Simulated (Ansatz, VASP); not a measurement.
## Ni (Ni wire of staggered 4-rings about a central row) in two plane-wave programs

Wanted: the spread between two codes on one cell, functional and k mesh. The cell is taken from a series of runs on this material, whose earlier steps may have relaxed, scaled, displaced or heated it; both programs get it as it stands.

Program: Ansatz 0.2.0. Level of theory: plane waves, with VASP 6.6.1 beside it; PBE. Results are calculated unless marked as measured.

### 1. The starting structure

The cell holds 10 atoms: 10 Ni. Cell: a = 10.982 Å, b = 10.982 Å, c = 4.383 Å, α = 90.0°, β = 90.0°, γ = 90.0°. Vacuum lies along a and b. The structure's axis is c.

### 2. Ansatz: single point, PBE

Ansatz runs on its default PAW (the set named soft_2) files.

A single point takes one fixed geometry, so differences don't come from the geometry; what else differs is listed under the comparison.

File input.yaml:

```yaml
crystal:
  lattice:
    - [10.982, 0.0, 0.0]
    - [0.0, 10.982, 0.0]
    - [0.0, 0.0, 4.3828531286]
  atoms:
    - { symbol: Ni, position: [0.317095731, 0.49997936, 0.0], spin: 0.76 }
    - { symbol: Ni, position: [0.49997936, 0.682862989, 0.0], spin: 0.76 }
    - { symbol: Ni, position: [0.49997936, 0.317095731, 0.0], spin: 0.76 }
    - { symbol: Ni, position: [0.682862989, 0.49997936, 0.0], spin: 0.76 }
    - { symbol: Ni, position: [0.49997936, 0.49997936, 0.250049962], spin: 0.85 }
    - { symbol: Ni, position: [0.370638289, 0.629320431, 0.5], spin: 0.76 }
    - { symbol: Ni, position: [0.370638289, 0.370638289, 0.5], spin: 0.76 }
    - { symbol: Ni, position: [0.629320431, 0.629320431, 0.5], spin: 0.76 }
    - { symbol: Ni, position: [0.629320431, 0.370638289, 0.5], spin: 0.76 }
    - { symbol: Ni, position: [0.49997936, 0.49997936, 0.749950038], spin: 0.85 }
magnetization:
  spin_polarized: true
kpoints:
  mp_grid: { grid: [1, 1, 19] }
  band_path: { path: ["Γ", Z], npoints: 50 }
scf:
  occupations: { method: fermi_dirac, width: 0.05 }
hamiltonian:
  xc: pbe
output:
  transmission:
    e_range: [-2, 2]
    de: 0.035
    kmesh: [1, 1]
    reduced_basis: true
    leads: [[0, 0]]
  dos: { e_range: [-5, 4] }
  write_potential: true
  write_density: true
  volumetric_format: npy
  elf: true
```

Run with:

```
ansatz run input.yaml --threads 8 --pin off --max-ram 16384MiB --backend cpu --events-out ev --progress --plain --runs-dir out
```

Numbers of over 12 decimals in the logs are rounded to 6 here.

The program printed:

```text
Engine: ansatz 0.2.0, x86_64-unknown-linux-gnu
Pseudopotentials: kind: paw
Pseudopotential: Ni, paw, valence charge 18, recommended cutoff 420 eV (normal), Ni.paw.azcp
Functional definition: PBE
  parameter kappa = 0.804
  parameter beta = 0.066725
  exchange = pbe_x(kappa = kappa, mu = beta*pi^2/3)
  correlation = pbe_c(beta = beta)
Crystal: 10 atoms, lattice volume = 528.591 Å³
Basis set: ecut = 420 eV, 10343 PW (Γ)
Bands: 113, of which v1, the nominal top of the filled ones, is band 90 counted from 1 (89 counted from 0)
Symmetry: 16 space group operations
Space group: P4/mmm (ITA 123), of the structure as read, at distance tolerance 8.1e-5 Å
Magnetic group: BNS 123.339 (UNI 999), of the structure as read, at distance tolerance 8.1e-5 Å
k-points: 10 of 19
Non-local potential: Ni, projectors of the file, l = 0: 3, l = 1: 2, l = 2: 3, l = 3: 1
PAW form: soft (Blöchl's): semilocal exchange-correlation on the pseudo side does not see the compensation charge
PAW one-centre angular grid: Ni, 590 points (default); XC on 64 Gauss nodes
Initial density: superposition of atomic densities (neutral atoms: chi_scale 0, normalization atom)
Starting moments: Σ|m| = 7.78 μB on 10 of 10 sites
Initial wavefunctions: pseudopotential atomic-orbital guess
Functional: x = pbe(κ = 0.804, μ = 0.219515), c = pbe(β = 0.066725)
SCF iter   1: F=—  HF=-58371.056175 eV  |F-HF|=—  |Δ(HF+E_count)|=         —  Δρ=3.01e-2 (↑3.01e-2 ↓2.44e-2)  dr2=2.35e1  dr2_m=1.03e0  M=8.250 μB ∫|m|=8.837 μB  β_m=0.30  ethr=3.10e-3  ⟨swp⟩=8.4  Hψ=11014  notcnv=0  defer=44
Mixer restart at iter 1: flushing history
preconditioner: auto → LDOS  [metal: Δε(μ)=0.011 eV  Ē_g=5.790 eV  σ=0.050 eV  W_gap=0.06  n_scr=102 (ndim 8)  ℏωp=16.2 eV  f_vac=0.648  D(μ)=22.97/eV (n_scr^D=182)]
spin=Collinear: LDOS preconditioning applied to the charge; magnetization (m = ρ↑ − ρ↓) channel mixes plain (no charge-response kernel on spin).
SCF iter   2: F=—  HF=-58373.914546 eV  |F-HF|=—  |Δ(HF+E_count)|=    2.86e0  Δρ=1.92e-2 (↑1.92e-2 ↓1.15e-2)  dr2=3.94e0  dr2_m=5.36e-1  M=8.136 μB ∫|m|=8.976 μB  β_m=0.39  ethr=3.10e-3  ⟨swp⟩=3.2  Hψ=3987  notcnv=0  defer=182
SCF iter   3: F=—  HF=-58380.706954 eV  |F-HF|=—  |Δ(HF+E_count)|=    6.79e0  Δρ=8.71e-3 (↑4.83e-3 ↓8.71e-3)  dr2=3.02e-1  dr2_m=1.65e-1  M=8.058 μB ∫|m|=9.113 μB  β_m=0.47  ethr=2.19e-3  ⟨swp⟩=3.0  Hψ=3773  notcnv=0  defer=182
SCF iter   4: F=—  HF=-58382.329426 eV  |F-HF|=—  |Δ(HF+E_count)|=    1.62e0  Δρ=5.14e-3 (↑3.27e-3 ↓5.14e-3)  dr2=2.59e-1  dr2_m=2.05e-2  M=7.568 μB ∫|m|=8.778 μB  β_m=0.73  ethr=1.68e-4  ⟨swp⟩=2.8  Hψ=3377  notcnv=0  defer=184
SCF iter   5: F=—  HF=-58383.641320 eV  |F-HF|=—  |Δ(HF+E_count)|=    1.31e0  Δρ=2.72e-3 (↑1.62e-3 ↓2.72e-3)  dr2=5.05e-2  dr2_m=1.08e-2  M=7.421 μB ∫|m|=8.712 μB  β_m=0.74  ethr=1.44e-4  ⟨swp⟩=3.5  Hψ=4300  notcnv=0  defer=184
SCF iter   6: F=—  HF=-58383.699230 eV  |F-HF|=—  |Δ(HF+E_count)|=   5.79e-2  Δρ=3.69e-3 (↑1.79e-3 ↓3.69e-3)  dr2=9.41e-2  dr2_m=5.28e-3  M=7.338 μB ∫|m|=8.608 μB  β_m=0.81  ethr=2.81e-5  ⟨swp⟩=2.2  Hψ=4193  notcnv=0  defer=199
SCF iter   7: F=—  HF=-58383.710587 eV  |F-HF|=—  |Δ(HF+E_count)|=   1.14e-2  Δρ=1.24e-3 (↑4.01e-4 ↓1.24e-3)  dr2=5.50e-3  dr2_m=2.64e-3  M=7.335 μB ∫|m|=8.604 μB  β_m=0.91  ethr=2.81e-5  ⟨swp⟩=2.0  Hψ=3498  notcnv=0  defer=199
SCF iter   8: F=—  HF=-58383.711211 eV  |F-HF|=—  |Δ(HF+E_count)|=   6.25e-4  Δρ=6.26e-4 (↑1.60e-4 ↓6.26e-4)  dr2=1.16e-3  dr2_m=5.97e-4  M=7.332 μB ∫|m|=8.593 μB  β_m=0.95  ethr=3.05e-6  ⟨swp⟩=2.0  Hψ=3148  notcnv=0  defer=199
SCF iter   9: F=—  HF=-58383.711182 eV  |F-HF|=—  |Δ(HF+E_count)|=   2.99e-5  Δρ=1.71e-4 (↑9.09e-5 ↓1.71e-4)  dr2=3.14e-4  dr2_m=2.17e-5  M=7.330 μB ∫|m|=8.591 μB  β_m=0.74  ethr=6.42e-7  ⟨swp⟩=2.0  Hψ=3269  notcnv=0  defer=199
SCF iter  10: F=—  HF=-58383.711111 eV  |F-HF|=—  |Δ(HF+E_count)|=   7.03e-5  Δρ=1.28e-4 (↑5.15e-5 ↓1.28e-4)  dr2=5.78e-5  dr2_m=2.22e-5  M=7.330 μB ∫|m|=8.591 μB  β_m=0.70  ethr=1.75e-7  ⟨swp⟩=2.0  Hψ=3253  notcnv=0  defer=199
SCF iter  11: F=—  HF=-58383.711115 eV  |F-HF|=—  |Δ(HF+E_count)|=   4.03e-6  Δρ=4.42e-5 (↑2.65e-5 ↓4.42e-5)  dr2=1.45e-5  dr2_m=1.96e-6  M=7.329 μB ∫|m|=8.589 μB  β_m=0.61  ethr=3.21e-8  ⟨swp⟩=2.0  Hψ=3894  notcnv=0  defer=199
SCF iter  12: F=—  HF=-58383.711112 eV  |F-HF|=—  |Δ(HF+E_count)|=   3.26e-6  Δρ=1.88e-5 (↑5.90e-6 ↓1.88e-5)  dr2=4.18e-7  dr2_m=6.28e-7  M=7.329 μB ∫|m|=8.589 μB  β_m=0.81  ethr=8.06e-9  ⟨swp⟩=2.0  Hψ=3251  notcnv=0  defer=199
SCF iter  13: F=—  HF=-58383.711113 eV  |F-HF|=—  |Δ(HF+E_count)|=   7.47e-7  Δρ=8.91e-6 (↑4.06e-6 ↓8.91e-6)  dr2=3.85e-7  dr2_m=8.27e-8  M=7.329 μB ∫|m|=8.588 μB  β_m=0.87  ethr=2.32e-10  ⟨swp⟩=2.5  Hψ=4422  notcnv=0  defer=199
SCF iter  14: F=—  HF=-58383.711113 eV  |F-HF|=—  |Δ(HF+E_count)|=   3.84e-8  Δρ=2.77e-6 (↑1.57e-6 ↓2.77e-6)  dr2=6.01e-8  dr2_m=4.25e-9  M=7.329 μB ∫|m|=8.588 μB  β_m=0.72  ethr=2.14e-10  ⟨swp⟩=2.0  Hψ=3211  notcnv=0  defer=199
[...]
NSCF: frozen V_eff on 51 k-points
SCF converged after 16 iterations
Magnetization: 7.3287 μB (93.6644 up, 86.3356 down)
Absolute magnetization: 8.5950 μB (∫|ρ↑−ρ↓|, with the PAW one-centre terms)
Spin contamination: 0.1607 ħ² per cell (⟨S²⟩ above its minimum at these occupations)
Per-site moments (μB) at R_I (Å): [(0.757289, 0.943792), (0.757289, 0.943792), (0.757289, 0.943792), (0.757289, 0.943792), (0.851336, 0.903783), (0.758345, 0.943833), (0.758345, 0.943833), (0.758345, 0.943833), (0.758345, 0.943833), (0.851336, 0.903783)]
Free energy (F): -58383.711113 eV
Harris-Foulkes:  -58383.711113 eV  (|F-HF|=5.30e-9)
Internal energy: -58383.557291 eV  (E = F + TS)
E sigma→0 (E₀):  -58383.634202 eV
Entropy (-TS):   -0.153822 eV (-15.382 meV/atom)
Fermi energy:    0.563039 eV
--- Per-component energies (eV) ---
  E_band       = -5952.975007
  E_kinetic    = 2819.736773
  E_local      = -135023.026432  (includes V_loc(G=0)·N_el)
  E_nonlocal   = 6417.006979
  E_hartree    = 63119.799257
  E_xc         = -827.456726
  E_vxc        = -1064.947289  (∫ρ·V_xc dr)
  E_paw        = -16346.324614  (= ΣΔE_a)
  E_vpaw       = -5341.344602  (= ΣTr[D̂ρ^β])
  E_aug_tail   = 0.004857  (compensation charges beyond the density's cutoff)
  E_ewald      = 21456.702614
  E_smearing   = -0.153822  (= −TS)
  E_closure    = 0.000000  (closes the sum)
  Σ components = -58383.711113   (vs F -58383.711113, Δ=0.00e0)
--- Band table (eV; the first three rows and the last of 20) ---
  k-point 0 ↑: bands = [... 86 lower, -0.2806, -0.2806, -0.2326, -0.1854, -0.1836, -0.1176, 0.0934, 0.8509, ... 19 higher]
  k-point 1 ↑: bands = [... 86 lower, -0.2701, -0.2701, -0.2346, -0.1881, -0.1865, -0.1338, 0.0796, 0.8699, ... 19 higher]
  k-point 2 ↑: bands = [... 86 lower, -0.2479, -0.2479, -0.2408, -0.1954, -0.1944, -0.1806, 0.0390, 0.9280, ... 19 higher]
  k-point 9 ↓: bands = [... 86 lower, 0.4547, 0.4547, 0.5742, 0.5742, 0.6832, 0.6881, 0.9019, 0.9019, ... 19 higher]
--- Transmission ---
  basis      : 1049 plane waves across, 6 finite elements along
  points     : 1, standing for a mesh of 1 x 1
  filling    : by the input's occupations and mesh, since the crystals that have channels conduct as metals do. If one of these is a semiconductor, that mesh has misplaced its level
  energies   : 115 from -2.000000 to 1.990000 eV about the Fermi level, 0.035000 eV apart; the leads are filled to 0.000000 eV, and channels, transmission and decay are at -0.005000 eV
  crystal 0  : Ni10, at the sites [0, 0], period 4.3829 Å: whole cells are its period
    offset         : up to 0.0000 Å between an atom of the period and one for which it stands
    filled         : 8.6 meV under the level at which it is neutral
    channels       : 3.000000e0 up, 7.000000e0 down
    conductance    : 2.8876e14 S/m² at 300 K; may be off by some 0.1 % by where its bands' edges are placed, 1.6 % from the distance to neutral
```

Reading the cycles: dr2 is the Hartree energy of the density residual (eV), the measure of convergence; HF is the Harris–Foulkes estimate of the energy, which meets the free energy F at convergence.

### 3. VASP: single point, PBE

The same cell, functional, mesh and smearing now go to VASP, with its own data sets.

Lines of VASP's logs that name or quote its potential files are left out, and so is its time.

File INCAR:

```
SYSTEM = Ni
PREC = Accurate
ENCUT = 520
EDIFF = 1E-06
NELM = 200
ISMEAR = -1
SIGMA = 0.05
LREAL = .FALSE.
ALGO = Normal
GGA = PE
NBANDS = 72
ISPIN = 2
MAGMOM = 0.76 0.76 0.76 0.76 0.85 0.76 0.76 0.76 0.76 0.85
LASPH = .TRUE.
LMAXMIX = 4
LORBIT = 11
LWAVE = .FALSE.
LCHARG = .FALSE.
ISIF = 2
GGA_COMPAT = .FALSE.
KPAR = 2
```

File POSCAR:

```
Ni
1.0
   10.9820000000      0.0000000000      0.0000000000
    0.0000000000     10.9820000000      0.0000000000
    0.0000000000      0.0000000000      4.3828531286
Ni
10
Direct
    0.3170957310      0.4999793600      0.0000000000
    0.4999793600      0.6828629890      0.0000000000
    0.4999793600      0.3170957310      0.0000000000
    0.6828629890      0.4999793600      0.0000000000
    0.4999793600      0.4999793600      0.2500499620
    0.3706382890      0.6293204310      0.5000000000
    0.3706382890      0.3706382890      0.5000000000
    0.6293204310      0.6293204310      0.5000000000
    0.6293204310      0.3706382890      0.5000000000
    0.4999793600      0.4999793600      0.7499500380
```

File KPOINTS:

```
Automatic mesh
0
Gamma
1 1 19
0 0 0
```

The projector-augmented-wave data sets are Ni (PBE family, release 64).

Run with:

```
mpirun -np 2 vasp_std
```

The program printed:

```text
[banner, memory and clock lines left out]
running    2 mpi-ranks, on    1 nodes
 distrk:  each k-point on    1 cores,    2 groups
 distr:  one band on    1 cores,    1 groups

 POSCAR found type information on POSCAR Ni
 POSCAR found :  1 types and      10 ions
 LDA part: xc-table for (Slater+PW92), standard interpolation
 POSCAR, INCAR and KPOINTS ok, starting setup
 FFT: planning ... GRIDC
 FFT: planning ... GRID_SOFT
 FFT: planning ... GRID
 WAVECAR not read
 entering main loop
       N       E                     dE             d eps       ncg     rms          rms(c)
DAV:   1     0.638033604385E+03    0.63803E+03   -0.40060E+04  2880   0.127E+03
DAV:   2    -0.881962429013E+01   -0.64685E+03   -0.61274E+03  2904   0.292E+02
DAV:   3    -0.474904052660E+02   -0.38671E+02   -0.36596E+02  3208   0.101E+02
DAV:   4    -0.481739870980E+02   -0.68358E+00   -0.68120E+00  3264   0.152E+01
DAV:   5    -0.481893729455E+02   -0.15386E-01   -0.15385E-01  4296   0.140E+00    0.255E+01
DAV:   6    -0.464230027482E+02    0.17664E+01   -0.51175E+01  3288   0.675E+01    0.307E+01
DAV:   7    -0.474707993448E+02   -0.10478E+01   -0.43623E+01  3152   0.101E+02    0.304E+01
DAV:   8    -0.422487229976E+02    0.52221E+01   -0.87657E+00  3616   0.374E+01    0.138E+01
DAV:   9    -0.437830896562E+02   -0.15344E+01   -0.88640E+00  3744   0.496E+01    0.251E+01
DAV:  10    -0.416443349072E+02    0.21388E+01   -0.43853E+00  3424   0.326E+01    0.907E+00
DAV:  11    -0.414191444924E+02    0.22519E+00   -0.10942E+00  3336   0.126E+01    0.210E+00
DAV:  12    -0.414223492554E+02   -0.32048E-02   -0.21607E-01  2952   0.299E+00    0.139E+00
DAV:  13    -0.414052882533E+02    0.17061E-01   -0.23616E-02  3320   0.194E+00    0.699E-01
DAV:  14    -0.414034227750E+02    0.18655E-02   -0.24751E-02  3128   0.118E+00    0.974E-01
[...]
DAV:  23    -0.414063830476E+02   -0.37406E-03   -0.46569E-05  3016   0.494E-02    0.330E-02
DAV:  24    -0.414066929533E+02   -0.30991E-03   -0.15483E-05  3072   0.322E-02    0.348E-02
DAV:  25    -0.414068330130E+02   -0.14006E-03   -0.10767E-05  3248   0.516E-02    0.955E-03
DAV:  26    -0.414069148348E+02   -0.81822E-04   -0.97610E-06  3024   0.261E-02    0.197E-02
DAV:  27    -0.414069358893E+02   -0.21054E-04   -0.28768E-06  2624   0.242E-02    0.924E-03
DAV:  28    -0.414069463399E+02   -0.10451E-04   -0.14367E-06  2368   0.738E-03    0.923E-03
DAV:  29    -0.414069479857E+02   -0.16457E-05   -0.63057E-07  2048   0.944E-03    0.724E-03
DAV:  30    -0.414069477362E+02    0.24951E-06   -0.26942E-07  1960   0.670E-03
   1 F= -.41406948E+02 E0= -.41326697E+02  d E =-.160502E+00  mag=     7.2602
```

Parts of OUTCAR (step 3):

```text
ion  position               nearest neighbor table
   1  0.317  0.500  0.000-   5 2.29  10 2.29   7 2.68   6 2.68   6 2.68   7 2.68   3 2.84   2 2.84

  LATTYP: Found a simple tetragonal cell.
 ALAT       =    10.9820000000
 C/A-ratio  =     0.3990942568

 Subroutine GETGRP returns: Found 16 space group operations
 (whereof  4 operations were pure point group operations)

The static configuration has the point symmetry C_2v.
 The point group associated with its full space group is D_4h.

 Found     10 irreducible k-points:

   k-points           NKPTS =     10   k-points in BZ     NKDIM =     10   number of bands    NBANDS=     72

   dimension x,y,z NGX =    84 NGY =   84 NGZ =   36
   dimension x,y,z NGXF=   168 NGYF=  168 NGZF=   72

   ENCUT  =  520.0 eV  38.22 Ry    6.18 a.u.  20.42 20.42  8.15*2*pi/ulx,y,z

   NELECT =     100.0000    total number of electrons

 k-points in reciprocal lattice and weights: Automatic mesh
   0.00000000  0.00000000  0.00000000       0.053
   0.00000000  0.00000000  0.05263158       0.105
   0.00000000  0.00000000  0.10526316       0.105
   0.00000000  0.00000000  0.15789474       0.105
   0.00000000  0.00000000  0.21052632       0.105
   0.00000000  0.00000000  0.26315789       0.105
   0.00000000  0.00000000  0.31578947       0.105
   0.00000000  0.00000000  0.36842105       0.105
   0.00000000  0.00000000  0.42105263       0.105
   0.00000000  0.00000000  0.47368421       0.105

 average (electrostatic) potential at core
       1 -92.1475       2 -92.1475       3 -92.1475       4 -92.1475       5 -93.4236
       6 -92.1468       7 -92.1468       8 -92.1468       9 -92.1468      10 -93.4236

 E-fermi :  -1.2403

 spin component 1
 k-point     1 :       0.0000    0.0000    0.0000
  band No.  band energies     occupation
    ...
     49      -2.0239      1.00000
     50      -1.9760      1.00000
     51      -1.9742      1.00000
     52      -1.9076      1.00000
     53      -1.6983      0.99989
     54      -0.9240      0.00179
     55      -0.8528      0.00043
     56      -0.7463      0.00005
     57       1.4091      0.00000
     58       1.4091      0.00000
    ...

 k-point     2 :       0.0000    0.0000    0.0526
  band No.  band energies     occupation
    ...
     49      -2.0259      1.00000
     50      -1.9787      1.00000
     51      -1.9770      1.00000
     52      -1.9236      1.00000
     53      -1.7120      0.99992
     54      -0.9049      0.00122
     55      -0.8338      0.00029
     56      -0.7240      0.00003
     57       0.8523      0.00000
     58       1.4347      0.00000
    ...

 k-point     3 :       0.0000    0.0000    0.1053
  band No.  band energies     occupation
    ...
     49      -2.0320      1.00000
     50      -1.9860      1.00000
     51      -1.9848      1.00000
     52      -1.9701      1.00000
     53      -1.7522      0.99996
     54      -0.8465      0.00038
     55      -0.7760      0.00009
     56      -0.6572      0.00001
     57       0.1970      0.00000
     58       1.5103      0.00000
    ...

 k-point     4 :       0.0000    0.0000    0.1579
  band No.  band energies     occupation
    ...
     49      -2.0156      1.00000
     50      -2.0156      1.00000
     51      -1.9963      1.00000
     52      -1.9959      1.00000
     53      -1.8164      0.99999
     54      -0.7464      0.00005
     55      -0.6767      0.00001
     56      -0.5462      0.00000
     57      -0.4084      0.00000
     58       1.6288      0.00000
    ...

 k-point     5 :       0.0000    0.0000    0.2105
  band No.  band energies     occupation
    ...
     49      -2.0075      1.00000
     50      -2.0072      1.00000
     51      -1.9986      1.00000
     52      -1.9986      1.00000
     53      -1.9006      1.00000
     54      -0.9483      0.00290
     55      -0.6016      0.00000
     56      -0.5329      0.00000
     57      -0.3924      0.00000
     58       1.1475      0.00000
    ...

 k-point     6 :       0.0000    0.0000    0.2632
  band No.  band energies     occupation
    ...
     50      -2.0163      1.00000
     51      -1.9992      1.00000
     52      -1.9890      1.00000
     53      -1.9890      1.00000
     54      -1.4106      0.96791
     55      -0.4097      0.00000
     56      -0.3420      0.00000
     57      -0.1987      0.00000
     58       0.5824      0.00000
     59       0.5824      0.00000
    ...

  Total        0.1343887      0.1343887      0.0715623      0.0000000     -0.0000000     -0.0000000
  in kB        0.4073367      0.4073367      0.2169078      0.0000000     -0.0000000     -0.0000000
  external PRESSURE =       0.3438604 kB  Pullay stress =       0.0000000 kB

  energy-cutoff  :      520.00
  volume of cell :      528.59
      direct lattice vectors                 reciprocal lattice vectors
    10.982000000  0.000000000  0.000000000     0.091058095  0.000000000  0.000000000
     0.000000000 10.982000000  0.000000000     0.000000000  0.091058095  0.000000000
     0.000000000  0.000000000  4.382853129     0.000000000  0.000000000  0.228161878

 POSITION                                       TOTAL-FORCE (eV/Angst)
 -----------------------------------------------------------------------------------
      3.48235      5.49077      0.00000        -0.003664      0.000000      0.000000
      5.49077      7.49920      0.00000        -0.000000      0.003664      0.000000
      5.49077      3.48235      0.00000        -0.000000     -0.003664      0.000000
      7.49920      5.49077      0.00000         0.003664     -0.000000      0.000000
      5.49077      5.49077      1.09593        -0.000000      0.000000     -0.000827
      4.07035      6.91120      2.19143        -0.002521      0.002521      0.000000
      4.07035      4.07035      2.19143        -0.002521     -0.002521      0.000000
      6.91120      6.91120      2.19143         0.002521      0.002521      0.000000
      6.91120      4.07035      2.19143         0.002521     -0.002521      0.000000
      5.49077      5.49077      3.28692        -0.000000     -0.000000      0.000827
 -----------------------------------------------------------------------------------
    total drift:                               -0.000009     -0.000009     -0.000001

  FREE ENERGIE OF THE ION-ELECTRON SYSTEM (eV)
  ---------------------------------------------------
  free  energy   TOTEN  =       -41.4069477362 eV

  energy  without entropy=      -41.2464454947  energy(sigma->0) =      -41.32669662

 total charge
# of ion       s       p       d       tot
------------------------------------------
    1        0.438   0.255   8.366   9.058
    2        0.438   0.255   8.366   9.058
    3        0.438   0.255   8.366   9.058
    4        0.438   0.255   8.366   9.058
    5        0.618   0.716   8.381   9.715
    6        0.438   0.255   8.366   9.058
    7        0.438   0.255   8.366   9.058
    8        0.438   0.255   8.366   9.058
    9        0.438   0.255   8.366   9.058
   10        0.618   0.716   8.381   9.715
--------------------------------------------------
tot          4.739   3.469  83.688  91.897

 magnetization (x)
# of ion       s       p       d       tot
------------------------------------------
    1       -0.007  -0.015   0.756   0.735
    2       -0.007  -0.015   0.756   0.735
    3       -0.007  -0.015   0.756   0.735
    4       -0.007  -0.015   0.756   0.735
    5       -0.016  -0.037   0.829   0.777
    6       -0.006  -0.015   0.758   0.737
    7       -0.006  -0.015   0.758   0.737
    8       -0.006  -0.015   0.758   0.737
    9       -0.006  -0.015   0.758   0.737
   10       -0.016  -0.037   0.829   0.777
--------------------------------------------------
tot         -0.083  -0.190   7.714   7.441

[... 6 further parts left out ...]
```

(Continued in part 2 of 2.)

[Lines on the potential files, build, host, timing and source positions are cut from VASP's logs without a mark.]

[Logs are printed without paths, hosts, clocks, repeated set-up lines and the standing remarks that a program may print on its own settings, such as how far it seeks lower states.]

[Hosts, paths, dates, database ids (printed as entryN), source tags and the programs' standing remarks are cut or masked in the printed files.]
